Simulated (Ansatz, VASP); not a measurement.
**Cu (fcc) in two plane-wave programs**

Wanted: the spread between two codes on one cell, functional and k mesh. The cell is taken from a series of runs on this material, whose earlier steps may have relaxed, scaled, displaced or heated it; both programs get it as it stands.

Main program and level: Ansatz 0.2.0; plane waves, with VASP 6.6.1 beside it; single point at r2SCAN0.

### 1. The starting structure

The structure is cubic, space group Fm-3m (No. 225). Conventional cell: a = 3.580 Å, b = 3.580 Å, c = 3.580 Å, α = 90.00°, β = 90.00°, γ = 90.00°. Cu has 12 Cu at 2.53 Å nearest.

Coordinates:

```cif
data_structure
_symmetry_space_group_name_H-M 'Fm-3m'
_symmetry_Int_Tables_number 225
_cell_length_a 3.5798
_cell_length_b 3.5798
_cell_length_c 3.5798
_cell_angle_alpha 90.000
_cell_angle_beta 90.000
_cell_angle_gamma 90.000
_cell_volume 45.87
loop_
_atom_site_label
_atom_site_type_symbol
_atom_site_symmetry_multiplicity
_atom_site_Wyckoff_symbol
_atom_site_fract_x
_atom_site_fract_y
_atom_site_fract_z
_atom_site_occupancy
Cu1 Cu 4 a 0.00000 0.00000 0.00000 1
```

### 2. Ansatz: single point, r2SCAN0

Ansatz runs on its PAW soft_1 files.

A single point gives forces, pressure and levels at one fixed geometry, so differences don't come from the geometry; what else differs is listed under the comparison.

input.yaml reads:

```yaml
crystal:
  lattice:
    - [0.0, 1.7898966506, 1.7898966506]
    - [1.7898966506, 0.0, 1.7898966506]
    - [1.7898966506, 1.7898966506, 0.0]
  atoms:
    - { symbol: Cu, position: [0.0, 0.0, 0.0] }
basis:
  ecutwfc: 500
  xc_grid: 2
hamiltonian:
  xc: r2scan0
  pseudopotentials: { kind: paw, azcp: { folder: soft_1 } }
kpoints:
  mp_grid: { grid: [11, 11, 11] }
scf:
  occupations: { method: fermi_dirac, width: 0.05 }
  max_iter: 150
output:
  forces: true
  stress: true
checkpoint:
  write: "../Cu.r2scan0.run"
  compress: false
  write_wavefunctions: false
  write_every: 100000
```

Run with:

```
$ ansatz run input.yaml --threads 8 --pin off --max-ram 13189MiB --backend cpu --events-out ev --progress --plain --runs-dir out
```

Numbers of over 12 decimals in the logs are rounded to 6 here.

What it wrote:

```text
Warning: output.stress: scf.convergence.dr2_threshold = 1e-7 eV (the SCF's general default) is looser than the 1e-10 eV advised for a printed stress (1e-10 eV for each atom of the cell: 1). What an SCF threshold leaves in a stress goes as its square root, and in the free energy as the threshold itself, and one threshold admits the most on a small cell: [figures from the program's tests cut] Set scf.convergence.dr2_threshold to 1e-10 eV or tighter. The threshold is an SCF's pass mark: one that does not reach it within its budget of iterations ends unconverged, or closes short of it on a stop that the run arms, and scf.convergence.dr2_threshold's page says what that costs each kind of run
Warning: output.stress: scf.exx.energy_threshold = 1e-6 eV is looser than the 1e-8 eV advised for a stress under a hybrid functional (1e-8 eV for each atom of the cell: 1). Every SCF of the exchange loop can meet its threshold on dr2 while the loop round them stops early: no threshold on dr2 bounds what that leaves in the stress. Set scf.exx.energy_threshold to 1e-8 eV or tighter. The threshold is the loop's pass mark: a loop that does not reach it within its budget of cycles ends unconverged, and scf.exx.energy_threshold's page has the law
Engine: ansatz 0.2.0, aarch64-unknown-linux-gnu
Pseudopotentials: kind: paw
Pseudopotential: Cu, paw, valence charge 19, recommended cutoff 500 eV (meta_gga), soft_1/Cu.paw.azcp
Functional definition: r2SCAN0
  parameter a = 0.25
  parameter k0 = 0.174
  parameter k1 = 0.065
  parameter a1 = 4.9479
  exchange = (1 - a)*r2scan_x(k0 = k0, k1 = k1, a1 = a1) + a*exact_x
  correlation = r2scan_c
Crystal: 1 atoms, lattice volume = 11.469 Å³
Basis set: ecut = 500 eV, 283 PW (Γ), exchange–correlation on 40×40×40 points (8 copies of the dense FFT grid, shifted against one another)
Bands: 14, of which v1, the nominal top of the filled ones, is band 10 counted from 1 (9 counted from 0)
Symmetry: 48 space group operations
Space group: Fm-3m (ITA 225), of the structure as read, at distance tolerance 2.3e-5 Å
k-points: 56 of 1331
Non-local potential: Cu, projectors of the file, l = 0: 3, l = 1: 2, l = 2: 3, l = 3: 1
PAW form: soft (Blöchl's): semilocal exchange-correlation on the pseudo side does not see the compensation charge
PAW frozen core: Cu, regenerated for the run's functional, and the local potential with it (the file was generated under x = pbe(κ = 0.804, μ = 0.219515), c = pbe(β = 0.066725))
PAW one-centre angular grid: Cu, 590 points (default); XC on 160 Gauss nodes
Initial density: superposition of atomic densities (chi_scale 0.1, normalization cell)
Initial wavefunctions: pseudopotential atomic-orbital guess
Functional: x = r2scan, c = r2scan; τ floored in thin density (d = 2e-4 eV/Å³), warm-up for x = 0.75 r2scan + 0.25 exact, c = r2scan; τ floored in thin density (d = 2e-4 eV/Å³)
iter 1 solved again at ethr=1.59e-2 eV; its pass at ethr=1.00e-1 eV (dr2=3.02e0 eV) is discarded
SCF iter   1: F=—  HF=-6631.761655 eV  |F-HF|=—  |Δ(HF+E_count)|=         —  Δρ=2.08e-1  dr2=3.00e0  dr2_τ=3.40e-3  ethr=1.59e-2  ⟨swp⟩=2.0  Hψ=3879  notcnv=0
preconditioner: auto → none  [metal: Δε(μ)=0.052 eV  Ē_g=17.096 eV  σ=0.050 eV  W_gap=0.26  n_scr=0 (ndim 8)  ℏωp=36.4 eV  f_vac=0.000  D(μ)=0.37/eV (n_scr^D=0)]
SCF iter   2: F=—  HF=-6632.028212 eV  |F-HF|=—  |Δ(HF+E_count)|=   2.67e-1  Δρ=2.01e-1  dr2=2.27e0  dr2_τ=3.86e-2  ethr=1.58e-2  ⟨swp⟩=3.0  Hψ=2068  notcnv=0
iter 3 solved again at ethr=2.50e-4 eV; its pass at ethr=1.20e-2 eV (dr2=4.75e-2 eV) is discarded
SCF iter   3: F=—  HF=-6631.262197 eV  |F-HF|=—  |Δ(HF+E_count)|=   7.66e-1  Δρ=2.22e-2  dr2=4.64e-2  dr2_τ=1.09e-3  ethr=2.50e-4  ⟨swp⟩=2.6  Hψ=3434  notcnv=0  defer=1
SCF iter   4: F=—  HF=-6631.260081 eV  |F-HF|=—  |Δ(HF+E_count)|=   2.12e-3  Δρ=4.55e-3  dr2=1.94e-3  dr2_τ=3.42e-5  ethr=2.44e-4  ⟨swp⟩=2.4  Hψ=1617  notcnv=0
SCF iter   5: F=—  HF=-6631.261375 eV  |F-HF|=—  |Δ(HF+E_count)|=   1.29e-3  Δρ=4.30e-3  dr2=1.29e-3  dr2_τ=5.93e-6  ethr=1.02e-5  ⟨swp⟩=3.0  Hψ=1855  notcnv=0
SCF iter   6: F=—  HF=-6631.261208 eV  |F-HF|=—  |Δ(HF+E_count)|=   1.67e-4  Δρ=1.70e-3  dr2=1.97e-4  dr2_τ=9.93e-7  ethr=6.78e-6  ⟨swp⟩=2.0  Hψ=1334  notcnv=0
SCF iter   7: F=—  HF=-6631.261180 eV  |F-HF|=—  |Δ(HF+E_count)|=   2.73e-5  Δρ=4.13e-4  dr2=1.11e-5  dr2_τ=3.25e-8  ethr=1.04e-6  ⟨swp⟩=2.0  Hψ=1329  notcnv=0
SCF iter   8: F=—  HF=-6631.261179 eV  |F-HF|=—  |Δ(HF+E_count)|=   1.43e-6  Δρ=4.40e-5  dr2=1.05e-7  dr2_τ=1.07e-9  ethr=5.83e-8  ⟨swp⟩=2.6  Hψ=1378  notcnv=0
[...]
SCF 1 converged in 11 iterations: F = -6631.261179 eV  dr2 = 2.42e-11
  greatest PAW one-centre occupation: 1.001 electrons in one spin orbital (limit 2), on the Cu atom at site 0 (counted from 0), in its partial waves of l = 0
Initial density: handed on by an earlier stage of this run
Initial wavefunctions: those handed on with the density
Functional: x = 0.75 r2scan + 0.25 exact, c = r2scan; τ floored in thin density (d = 2e-4 eV/Å³)
Frozen-core exchange: fock
[...]
preconditioner: auto → none  [insulator: Δε(μ)=0.817 eV  Ē_g=21.614 eV  σ=0.050 eV  W_gap=0.99  n_scr=0 (ndim 8)  ℏωp=36.4 eV  f_vac=0.000  D(μ)=0.01/eV (n_scr^D=0)]
SCF iter   2: F=—  HF=-6629.043066 eV  |F-HF|=—  |Δ(HF+E_count)|=   4.87e-3  Δρ=2.77e-2  dr2=4.37e-2  dr2_τ=2.33e-3  ethr=1.21e-3  ⟨swp⟩=3.0  Hψ=2085  notcnv=0
SCF iter   3: F=—  HF=-6629.014743 eV  |F-HF|=—  |Δ(HF+E_count)|=   2.83e-2  Δρ=1.19e-2  dr2=1.04e-2  dr2_τ=6.36e-5  ethr=2.25e-4  ⟨swp⟩=3.0  Hψ=1923  notcnv=0
SCF iter   4: F=—  HF=-6629.013410 eV  |F-HF|=—  |Δ(HF+E_count)|=   1.33e-3  Δρ=1.12e-3  dr2=1.27e-4  dr2_τ=9.70e-6  ethr=5.08e-5  ⟨swp⟩=2.2  Hψ=1581  notcnv=0
SCF iter   5: F=—  HF=-6629.013463 eV  |F-HF|=—  |Δ(HF+E_count)|=   5.34e-5  Δρ=5.70e-4  dr2=2.45e-5  dr2_τ=1.73e-6  ethr=5.44e-7  ⟨swp⟩=3.0  Hψ=1711  notcnv=0
SCF iter   6: F=-6629.013464 eV  HF=-6629.013465 eV  |F-HF|=9.47e-7  |Δ(HF+E_count)|=   2.35e-6  Δρ=7.19e-5  dr2=3.65e-7  dr2_τ=1.14e-8  ethr=1.11e-7  ⟨swp⟩=3.0  Hψ=1617  notcnv=0
SCF 2 stopped early in 6 iterations: F = -6629.013464 eV  dr2 = 3.65e-7
hybrid outer 1: dexx = +1.758e-2 eV, tail = 8.11e-5 eV
Frozen-core exchange: fock
SCF iter   1: F=—  HF=-6629.013767 eV  |F-HF|=—  |Δ(HF+E_count)|=         —  Δρ=8.80e-5  dr2=7.42e-7  dr2_τ=1.05e-7  ethr=2.13e-6  ⟨swp⟩=3.2  Hψ=1703  notcnv=0
preconditioner: auto → none  [insulator: Δε(μ)=0.860 eV  Ē_g=21.242 eV  σ=0.050 eV  W_gap=0.98  n_scr=0 (ndim 8)  ℏωp=36.4 eV  f_vac=0.000  D(μ)=0.01/eV (n_scr^D=0)]
SCF iter   2: F=—  HF=-6629.013768 eV  |F-HF|=—  |Δ(HF+E_count)|=   6.50e-7  Δρ=2.47e-5  dr2=4.55e-8  dr2_τ=7.38e-9  ethr=3.35e-9  ⟨swp⟩=3.4  Hψ=1829  notcnv=0
SCF iter   3: F=—  HF=-6629.013768 eV  |F-HF|=—  |Δ(HF+E_count)|=   2.02e-8  Δρ=1.55e-5  dr2=8.61e-9  dr2_τ=1.32e-10  ethr=2.32e-10  ⟨swp⟩=3.0  Hψ=1669  notcnv=0
SCF iter   4: F=—  HF=-6629.013768 eV  |F-HF|=—  |Δ(HF+E_count)|=   1.44e-8  Δρ=2.54e-5  dr2=4.27e-8  dr2_τ=4.72e-10  ethr=4.39e-11  ⟨swp⟩=4.0  Hψ=2256  notcnv=0  recentre
SCF iter   5: F=-6629.013768 eV  HF=-6629.013768 eV  |F-HF|=3.27e-10  |Δ(HF+E_count)|=   1.77e-8  Δρ=3.81e-6  dr2=3.54e-10  dr2_τ=1.42e-11  ethr=4.39e-11  ⟨swp⟩=4.0  Hψ=2016  notcnv=0
SCF 3 converged in 5 iterations: F = -6629.013768 eV  dr2 = 3.54e-10
  Residual-converged pass: ⟨swp⟩=1.9  Hψ=1045  notcnv=0  max |occ|·‖R‖ = 1.8e-6 eV (tolerance 2.4e-6 eV)  dr2=3.54e-10  dr2_τ=1.43e-11  dr2_onsite=3.60e-10  max |Δocc| = 1.0e-13
hybrid outer 2: dexx = +6.222e-7 eV, tail = 5.19e-8 eV, Δε = 9.07e-3 eV (about 3.93e-4 eV left of the loop's levels)
hybrid SCF converged: 2 outer / 11 inner (+11 warm-up), last move |dexx| = 6.22e-7 eV, tail = 5.19e-8 eV
Stability not checked: this state was not tested for a lower state beside it, because the functional holds exact exchange (a hybrid, or Hartree-Fock), whose exchange loop this test does not read (fock_operator; see scf.lower_state_search)
Free energy (F): -6629.013768 eV
Frozen-core exchange: fock
Harris-Foulkes:  -6629.013768 eV  (|F-HF|=3.27e-10)
Internal energy: -6629.013558 eV  (E = F + TS)
E sigma→0 (E₀):  -6629.013663 eV
Entropy (-TS):   -0.000210 eV (-0.210 meV/atom)
Fermi energy:    16.809949 eV
--- Per-component energies (eV) ---
  E_band       = -441.485723
  E_kinetic    = 260.770722
  E_local      = -4485.852970  (includes V_loc(G=0)·N_el)
  E_nonlocal   = 911.127337
  E_hartree    = 1916.154026
  E_xc         = -48.364040
  E_vxc        = -69.503959  (∫ρ·V_xc dr)
  E_exx        = -117.025726  (= α·E_x^exact, valence–valence)
  E_paw        = -1736.510569  (= ΣΔE_a)
  E_vpaw       = -660.308423  (= ΣTr[D̂ρ^β])
  E_aug_tail   = 0.000425  (compensation charges beyond the density's cutoff)
  E_vtau       = 4.023052  (kinetic-family band-sum trace: ∫τ·v_τ [+ j·A + Jᵃ·Aᵃ] dr)
  E_ewald      = -3328.873795
  E_core_change = -0.438969  (= ΣΔE_core)
  E_smearing   = -0.000210  (= −TS)
  E_closure    = 0.000000  (closes the sum)
  Σ components = -6629.013768   (vs F -6629.013768, Δ=0.00e0)
--- Forces (eV/Å), atoms counted from 1 ---
  atom   1  Cu    -0.00000000     0.00000000    -0.00000000
  max |Σ_I F_I| component: 1.23e-32 eV/Å
--- Stress (GPa, compression-positive) ---
        1.632877       0.000000       0.000000
        0.000000       1.632877       0.000000
        0.000000      -0.000000       1.632877
  P = ⅓ Tr σ = 1.6329 GPa (16.329 kbar)
--- Band table (eV; the first three rows and the last of 56) ---
  k-point 0: bands = [... 6 lower, 11.4675, 11.4675, 12.3256, 12.3256, 41.4418, 44.9113]
  k-point 1: bands = [... 6 lower, 11.5321, 11.5321, 12.3065, 12.3065, 39.6837, 42.6074]
  k-point 2: bands = [... 6 lower, 11.6358, 11.6358, 12.3305, 12.3305, 34.9096, 41.9553]
  k-point 55: bands = [... 6 lower, 11.1867, 12.3534, 13.2778, 23.7103, 23.7481, 26.7971]
  guard bands above this table: 2 of the run's 14 bands. The solve was not asked for them (output.publish_guard_bands: true or output.eigenvalues: true publishes all)
```

The run ends at a pressure of 1.63 GPa.

### 3. VASP: single point, r2SCAN0

The same cell, functional, mesh and smearing now go to VASP, with its own data sets.

Lines of VASP's logs that name or quote its potential files are left out, and so is its time.

The run reads the wave functions of an earlier VASP run, which isn't shown here.

INCAR reads:

```
SYSTEM = Cu
PREC = Accurate
ENCUT = 400
EDIFF = 1E-06
NELM = 100
ISMEAR = -1
SIGMA = 0.05
LREAL = .FALSE.
ALGO = Normal
LHFCALC = .TRUE.
AEXX = 0.25
METAGGA = R2SCAN
LASPH = .TRUE.
NBANDS = 11
PRECFOCK = Fast
LORBIT = 11
LWAVE = .FALSE.
LCHARG = .FALSE.
KPAR = 8
ISIF = 2
```

POSCAR reads:

```
Cu
1.0
    0.0000000000      1.7898966506      1.7898966506
    1.7898966506      0.0000000000      1.7898966506
    1.7898966506      1.7898966506      0.0000000000
Cu
1
Direct
    0.0000000000      0.0000000000      0.0000000000
```

KPOINTS reads:

```
Automatic mesh
0
Gamma
11 11 11
0 0 0
```

The projector-augmented-wave data sets are Cu (PBE family, release 64).

Run with:

```
$ mpirun -np 8 vasp_std
```

What it wrote:

```text
[banner, memory and clock lines left out]
running    8 mpi-ranks, on    1 nodes
 distrk:  each k-point on    1 cores,    8 groups
 distr:  one band on    1 cores,    1 groups

 POSCAR found type information on POSCAR Cu
 POSCAR found :  1 types and       1 ions
|                                                                             |
|           W    W    AA    RRRRR   N    N  II  N    N   GGGG   !!!           |
|           W    W   A  A   R    R  NN   N  II  NN   N  G    G  !!!           |
|           W    W  A    A  R    R  N N  N  II  N N  N  G       !!!           |
|           W WW W  AAAAAA  RRRRR   N  N N  II  N  N N  G  GGG   !            |
|           WW  WW  A    A  R   R   N   NN  II  N   NN  G    G                |
|           W    W  A    A  R    R  N    N  II  N    N   GGGG   !!!           |
|                                                                             |
|     For optimal performance we recommend to set                             |
|       NCORE = 2 up to number-of-cores-per-socket                            |
|     NCORE specifies how many cores store one orbital (NPAR=cpu/NCORE).      |
|     This setting can greatly improve the performance of VASP for DFT.       |
|     The default, NCORE=1 might be grossly inefficient on modern             |
|     multi-core architectures or massively parallel machines. Do your        |
|     Unfortunately you need to use the default for GW and RPA                |
|     calculations (for HF NCORE is supported but not extensively tested      |
|     yet).                                                                   |
|                                                                             |

|                                                                             |
|               ----> ADVICE to this user running VASP <----                  |
|                                                                             |
|     You enforced a specific xc type in the INCAR file but a different       |
|     [... a line on the potential file left out ...]
|     I HOPE YOU KNOW WHAT YOU ARE DOING!                                     |
|                                                                             |

 LDA part: xc-table for (None), standard interpolation
 found WAVECAR, reading the header
 POSCAR, INCAR and KPOINTS ok, starting setup
 FFT: planning ... GRIDC
 FFT: planning ... GRID_SOFT
 FFT: planning ... GRID
 reading WAVECAR
 the WAVECAR file was read successfully
 initial charge from wavefunction
 entering main loop
       N       E                     dE             d eps       ncg     rms          rms(c)
DAV:   1    -0.946576344340E+01   -0.94658E+01   -0.23188E+00  1765   0.238E+01    0.247E+00
DAV:   2    -0.933209856463E+01    0.13366E+00   -0.60179E-01  1417   0.195E+01    0.290E-01
DAV:   3    -0.935326298170E+01   -0.21164E-01   -0.26445E-02  1627   0.306E+00    0.268E-01
DAV:   4    -0.935116909795E+01    0.20939E-02   -0.93671E-03  1415   0.238E+00    0.981E-02
DAV:   5    -0.935132259256E+01   -0.15349E-03   -0.18704E-04  1817   0.236E-01    0.750E-02
DAV:   6    -0.935125598037E+01    0.66612E-04   -0.15760E-04  1440   0.292E-01    0.344E-02
DAV:   7    -0.935124246242E+01    0.13518E-04   -0.43563E-06  1755   0.236E-02    0.202E-02
DAV:   8    -0.935123171895E+01    0.10743E-04   -0.22771E-06  1229   0.371E-02    0.129E-02
DAV:   9    -0.935122658501E+01    0.51339E-05   -0.19910E-07   736   0.602E-03    0.787E-03
DAV:  10    -0.935122384871E+01    0.27363E-05   -0.13531E-07   664   0.534E-03    0.465E-03
DAV:  11    -0.935122224918E+01    0.15995E-05   -0.87256E-08   634   0.502E-03    0.284E-03
DAV:  12    -0.935122136738E+01    0.88180E-06   -0.29775E-08   625   0.269E-03
   1 F= -.93512214E+01 E0= -.93511145E+01  d E =-.213787E-03
```

OUTCAR, selected parts (step 3):

```text
ion  position               nearest neighbor table
   1  0.000  0.000  0.000-

  LATTYP: Found a face centered cubic cell.
 ALAT       =     3.5797933012

 Subroutine GETGRP returns: Found 48 space group operations
 (whereof 48 operations were pure point group operations)

The static configuration has the point symmetry O_h .

 Found     56 irreducible k-points:

   k-points           NKPTS =     56   k-points in BZ     NKDIM =   1331   number of bands    NBANDS=     11

   dimension x,y,z NGX =    18 NGY =   18 NGZ =   18
   dimension x,y,z NGXF=    36 NGYF=   36 NGZF=   36

   ENCUT  =  400.0 eV  29.40 Ry    5.42 a.u.   4.13  4.13  4.13*2*pi/ulx,y,z

   NELECT =      11.0000    total number of electrons

 k-points in reciprocal lattice and weights: Automatic mesh
   0.00000000  0.00000000  0.00000000       0.001
   0.09090909  0.00000000  0.00000000       0.006
   0.18181818  0.00000000  0.00000000       0.006
   0.27272727  0.00000000  0.00000000       0.006
   0.36363636  0.00000000  0.00000000       0.006
   0.45454545  0.00000000  0.00000000       0.006
   0.09090909  0.09090909  0.00000000       0.005
   0.18181818  0.09090909  0.00000000       0.018
   0.27272727  0.09090909  0.00000000       0.018
[...]
-0.36363636  0.45454545  0.18181818       0.018
  -0.27272727  0.45454545  0.18181818       0.018

  exchange ACFDT corr.  =         0.00000000  see jH, gK, PRB 81, 115126

 average (electrostatic) potential at core
       1 -59.2662

 E-fermi :   7.8876

 k-point     1 :       0.0000    0.0000    0.0000
  band No.  band energies     occupation
    ...
      2       2.5152      2.00000
      3       2.5153      2.00000
      4       2.5153      2.00000
      5       3.3689      2.00000
      6       3.3689      2.00000
      7      32.5486      0.00000
      8      36.0757      0.00000
      9      36.0757      0.00000
     10      36.0759      0.00000
     11      38.7224      0.00000

 k-point     2 :       0.0909    0.0000    0.0000
  band No.  band energies     occupation
    ...
      2       2.4489      2.00000
      3       2.5785      2.00000
      4       2.5785      2.00000
      5       3.3487      2.00000
      6       3.3487      2.00000
      7      30.7772      0.00000
      8      33.7368      0.00000
      9      35.2846      0.00000
     10      35.2847      0.00000
     11      39.9050      0.00000

 k-point     3 :       0.1818    0.0000    0.0000
  band No.  band energies     occupation
    ...
      2       2.3228      2.00000
      3       2.6815      2.00000
      4       2.6816      2.00000
      5       3.3720      2.00000
      6       3.3722      2.00000
      7      25.9843      0.00000
      8      33.0659      0.00000
      9      34.2290      0.00000
     10      34.2290      0.00000
     11      40.3411      0.00000

  Total        0.0551352      0.0551352      0.0551352      0.0000000      0.0000000      0.0000000
  in kB        7.7023995      7.7023995      7.7023995      0.0000000      0.0000000      0.0000000
  external PRESSURE =       7.7023995 kB  Pullay stress =       0.0000000 kB

  energy-cutoff  :      400.00
  volume of cell :       11.47
      direct lattice vectors                 reciprocal lattice vectors
     0.000000000  1.789896651  1.789896651    -0.279345738  0.279345738  0.279345738
     1.789896651  0.000000000  1.789896651     0.279345738 -0.279345738  0.279345738
     1.789896651  1.789896651  0.000000000     0.279345738  0.279345738 -0.279345738

 POSITION                                       TOTAL-FORCE (eV/Angst)
 -----------------------------------------------------------------------------------
      0.00000      0.00000      0.00000         0.000000      0.000000      0.000000
 -----------------------------------------------------------------------------------
    total drift:                               -0.000000      0.000000      0.000000

  FREE ENERGIE OF THE ION-ELECTRON SYSTEM (eV)
  ---------------------------------------------------
  free  energy   TOTEN  =        -9.3512213674 eV

  energy  without entropy=       -9.3510075803  energy(sigma->0) =       -9.35111447

 total charge
# of ion       s       p       d       tot
------------------------------------------
    1        0.451   0.387   9.296  10.133

[... 3 further parts left out ...]
```

The run ends at a pressure of 0.77 GPa.

### 4. Differences

Known differences besides the potentials themselves: exact exchange at q = 0 is treated differently, which shows on coarse meshes; VASP keeps PBE cores, Ansatz makes them for the functional; the data sets hold 19 valence electrons in Ansatz (on its PAW soft_1 files) and 11 in VASP; the cutoff is 500 eV in Ansatz and 400 eV in VASP; VASP takes a coarser grid for exact exchange (PRECFOCK = Fast). Total energies have different zeros and are not compared.

Both answers:

| quantity | Ansatz | VASP | difference |
| --- | --- | --- | --- |
| pressure (GPa) | 1.63 | 0.77 | +0.86 |

### 5. Summary of results

```json
{"difference in pressure (single point, r2SCAN0)": "0.86 GPa"}
```

The difference in pressure is 0.86 GPa (single point, r2SCAN0), within the 1 GPa picked in this series as the mark of a large difference. The data sets hold unlike numbers of valence electrons (19 in Ansatz and 11 in VASP), so part of the differences comes from the potentials. How closely two codes agree says nothing of how well the functional describes the real material.

[Lines on the potential files, build, host, timing and source positions are cut from VASP's logs without a mark.]

[Logs are printed without paths, hosts, clocks, repeated set-up lines and the standing remarks that a program may print on its own settings, such as how far it seeks lower states.]

[Hosts, paths, dates, database ids (printed as entryN), source tags and the programs' standing remarks are cut or masked in the printed files.]
